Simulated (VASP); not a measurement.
InSb:

```
In Sb
1.0
     0.00000    3.23910    3.23910
     3.23910    0.00000    3.23910
     3.23910    3.23910    0.00000
In Sb
1 1
Direct
  0.00000 0.00000 0.00000
  0.25000 0.25000 0.25000
```

- Program: VASP 6.6.1
- Task: relaxation of cell and atoms
- Functional: PBE
- Potentials or basis: VASP PAW PBE potentials, release 64 (In_d, Sb)
- Cutoff: 600 eV
- k mesh: 10 × 10 × 10
- Occupations: gaussian, width 0.03 eV
- Spin: no spin polarisation

At the start: pressure 3.1 GPa; volume 33.98 Å³/atom.

Question: Where does the relaxation end?

Answer: Over 3 steps the energy falls by 23.0 meV/atom and the volume is 36.49 Å³/atom (+7.4 %); space group F-43m (No. 216, to 0.05 Å).

The path:
```csv
step,energy change (eV),largest force (eV/Å),pressure (GPa),volume (Å³)
1,0.0000,0.0000,3.14,67.97
2,-0.0414,0.0000,-0.83,74.72
3,-0.0459,0.0000,0.02,72.98
```

Final structure:
```
In Sb
1.0
     0.00000    3.31683    3.31683
     3.31683    0.00000    3.31683
     3.31683    3.31683    0.00000
In Sb
1 1
Cartesian
  0.0000 0.0000 0.0000
  1.6584 1.6584 1.6584
```
